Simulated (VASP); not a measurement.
VASP input:

KPOINTS:
```
Automatic mesh
0
Gamma
14 14 8
0 0 0
```

**INCAR**
```
# general
SYSTEM  = Re
PREC    = Accurate
ENCUT   = 300
LREAL   = F   # projection in real space or not
LASPH   = T   # aspherical one-centre terms

# electronic loop
EDIFF   = 1E-6
NELM    = 100   # most electronic steps
ALGO    = Normal   # blocked Davidson
LMAXMIX = 6   # l cut-off of mixed one-centre charges

# smearing
ISMEAR  = 0   # Gaussian
SIGMA   = 0.136   # width (eV)

# functional
GGA     = PE

# ions
ISIF    = 2   # forces and stress, cell fixed

# output
LWAVE   = F
LCHARG  = F
```

File POSCAR:
```
Re
1
    2.7462590000     0.0000000000     0.0000000000
   -1.3731300000     2.3783310000     0.0000000000
    0.0000000000     0.0000000000     4.4427120000
Re
2
Direct
  0.3333330000   0.6666670000   0.2500000000
  0.6666670000   0.3333330000   0.7500000000
```

POTCAR, in this order: Re (PBE.64 set). Program: vasp_std.

Translate this PBE calculation to Quantum ESPRESSO's pw.x.

One equivalent input (not run):
```
&CONTROL
  calculation = 'scf'
  pseudo_dir = './pseudo'
  outdir = './out'
  tprnfor = .true.
  tstress = .true.
/
&SYSTEM
  ibrav = 0
  nat = 2
  ntyp = 1
  ecutwfc = 72
  occupations = 'smearing'
  smearing = 'gaussian'
  degauss = 0.009996
  input_dft = 'pbe'
/
&ELECTRONS
  conv_thr = 7.3e-08
  electron_maxstep = 100
/
ATOMIC_SPECIES
  Re 186.207 Re.upf
CELL_PARAMETERS angstrom
     2.7462590    0.0000000    0.0000000
    -1.3731300    2.3783310    0.0000000
     0.0000000    0.0000000    4.4427120
ATOMIC_POSITIONS crystal
  Re   0.3333330  0.6666670  0.2500000
  Re   0.6666670  0.3333330  0.7500000
K_POINTS automatic
  14 14 8 0 0 0
```
Limits of the translation: the potentials are each code's own (VASP's PAW set, PseudoDojo norm-conserving files in pw.x), so ENCUT and ecutwfc are chosen apart and not converted; conv_thr bounds pw.x's estimated SCF error, while EDIFF bounds the energy change between steps.

The structure comes from a computed database's Re entry; how it stands against other phases isn't given here. The cell was not relaxed at this level.
